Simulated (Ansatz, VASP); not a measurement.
Al20HF in VASP and in Ansatz

```xyz
22
Lattice="8.1000 0.0000 0.0000 0.0000 5.7276 0.0000 0.0000 0.0000 16.7276" Properties=species:S:1:pos:R:3 pbc="T T T"
Al    0.0000    0.0000    1.0000
Al    4.0500    0.0000    1.0000
Al    0.0000    2.8638    1.0000
Al    4.0500    2.8638    1.0000
Al    2.0250    1.4319    2.4319
Al    6.0750    1.4319    2.4319
Al    2.0250    4.2957    2.4319
Al    6.0750    4.2957    2.4319
Al   -0.0111    0.0039    3.8108
Al    4.0319   -0.0046    3.7542
Al    0.0083    2.8663    3.7264
Al    4.0283    2.8634    3.7511
Al    1.9733    1.4069    5.2106
Al    5.9786    1.4096    5.1583
Al    2.0021    4.3089    5.1737
Al    6.0487    4.2917    5.1909
Al   -0.1621    0.0822    6.6406
Al    4.0073   -0.0108    6.4791
Al   -0.0935    2.7809    6.3551
Al    4.0019    2.8621    6.4592
F     7.6396    5.6579    8.2975
H     9.0078    4.2074    6.7509
```

Alike in both runs: functional PBE; dispersion D3(BJ); k mesh 3 × 4 × 1; occupations gaussian, width 0.15 eV; no spin polarisation.

Ansatz relaxed the structure, and its values are those at the end. VASP's run is a single point on that final structure, the one shown.

|  | VASP | Ansatz |
| --- | --- | --- |
| version | VASP 6.6.1 | Ansatz 0.2.0 |
| potentials or method | VASP PAW PBE potentials, release 64 (Al, F, H) | scalar-relativistic, plane waves, PAW |
| plane-wave cutoff (eV) | 520 | 420 |
| valence electrons in the cell | 68 | 68 |

VASP gave:

```
rms of the force components (eV/Å) : 0.094
dispersion energy (meV/atom)       : -217.5
```

Question: What did Ansatz give for the same quantities?

Answer: rms of the force components (eV/Å): 0.092; dispersion energy (meV/atom): -217.5.

With one functional, cell and mesh, what is left measures potentials, basis and numerics. Ansatz warned: «xc_potential_rough_in_thin_density».
